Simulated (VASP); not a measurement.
Consider the following.

```
BaF2
1.0
    0.00000     3.12393     3.12393
    3.12393     0.00000     3.12393
    3.12393     3.12393     0.00000
Ba F
1 2
Cartesian
  0.00000   0.00000   0.00000
  1.56197   1.56197   1.56197
  4.68590   4.68590   4.68590
```

Level of theory: PBE GGA with D3 dispersion (Becke-Johnson damping), VASP's PBE PAW potentials (set 64) (plane waves; VASP). Settings: 520 eV cut-off, 7×7×7 Γ-centred mesh, tetrahedra with Blöchl corrections, potentials Ba_sv F.

Predict the energy per atom (σ→0).

The energy per atom (σ→0) is -5.839 eV/atom.

The compound is BaF2 in the fluorite structure. It was relaxed first.
